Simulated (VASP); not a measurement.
OSZICAR of a VASP run on NiAl (CsCl type):

**OSZICAR**
```
       N       E                     dE             d eps       ncg     rms          rms(c)
DAV:   1     0.452908827127E+02    0.45291E+02   -0.57941E+03  1696   0.137E+03
DAV:   2    -0.484721644434E+01   -0.50138E+02   -0.47716E+02  1694   0.207E+02
DAV:   3    -0.611760343122E+01   -0.12704E+01   -0.12599E+01  2052   0.428E+01
DAV:   4    -0.613814839549E+01   -0.20545E-01   -0.20535E-01  2006   0.487E+00
DAV:   5    -0.613880640804E+01   -0.65801E-03   -0.65800E-03  1972   0.887E-01    0.103E+01
DAV:   6    -0.739509369756E+01   -0.12563E+01   -0.41321E+01  1848   0.112E+02    0.126E+01
DAV:   7    -0.508280234874E+01    0.23123E+01   -0.12710E+01  1844   0.682E+01    0.927E-01
DAV:   8    -0.507628604716E+01    0.65163E-02   -0.24416E-01  1970   0.557E+00    0.936E-01
DAV:   9    -0.506425385712E+01    0.12032E-01   -0.44642E-02  1950   0.369E+00    0.115E-01
DAV:  10    -0.506416469906E+01    0.89158E-04   -0.92919E-04  1876   0.437E-01    0.533E-02
DAV:  11    -0.506415506919E+01    0.96299E-05   -0.66618E-05  2384   0.892E-02    0.149E-02
DAV:  12    -0.506415169693E+01    0.33723E-05   -0.18132E-06  1872   0.144E-02    0.491E-03
DAV:  13    -0.506415092243E+01    0.77451E-06   -0.31511E-06  2198   0.238E-02    0.216E-03
DAV:  14    -0.506415102112E+01   -0.98695E-07   -0.83280E-08   894   0.479E-03
   1 F= -.50641510E+01 E0= -.50641575E+01  d E =0.195443E-04
```

### Question
Which electronic solver shows in the log?

### Answer
It is blocked Davidson (ALGO = Normal, or the opening steps of other solvers). The INCAR had ALGO = Normal.

### Question
How was spin treated?

### Answer
Without spin polarisation: there is no mag entry.

### Question
Can the final energy be trusted as converged?

### Answer
The calculation finished and met its thresholds. It stopped with EDIFF = 1E-7, NELM = 100 (vdW-DF2, plane waves, VASP's PBE PAW potentials (set 64)).

The compound is NiAl in the CsCl type structure. This cell is one point of a volume scan, at 0.94 of the reference volume. The run is not spin-polarised, so no magnetic state was tried. The electron count is odd and the run is not spin-polarised, which forces a metal.
